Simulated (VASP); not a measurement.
Consider the following.

```
CELL_PARAMETERS angstrom
      3.08609     0.00000     0.00000
     -1.54304     2.67263     0.00000
      0.00000     0.00000    13.73031
ATOMIC_POSITIONS crystal
  Hf 0.66667 0.33333 0.50000
  O  0.33333 0.66667 0.41633
  O  0.33333 0.66667 0.58367
```

Calculation: r2SCAN meta-GGA, VASP's PBE PAW potentials (set 64) (plane waves; VASP). Settings: 520 eV cut-off, 9×9×1 Γ-centred mesh, tetrahedra with Blöchl corrections, potentials Hf_pv O.

The cell holds a wide vacuum, so values per volume refer to the whole cell. The cores are frozen, which limits the accuracy of field gradients.

### Question
Give the principal components of the electric field gradient (V/Å²) and the asymmetry η at each nucleus.

### Answer

```csv
atom,Vxx,Vyy,Vzz,η
Hf1,46.9,46.8,-93.7,0.00
O2,33.4,33.4,-66.9,0.00
O3,33.4,33.4,-66.9,0.00
```

The cell is a sheet with vacuum, built from a generated structure.
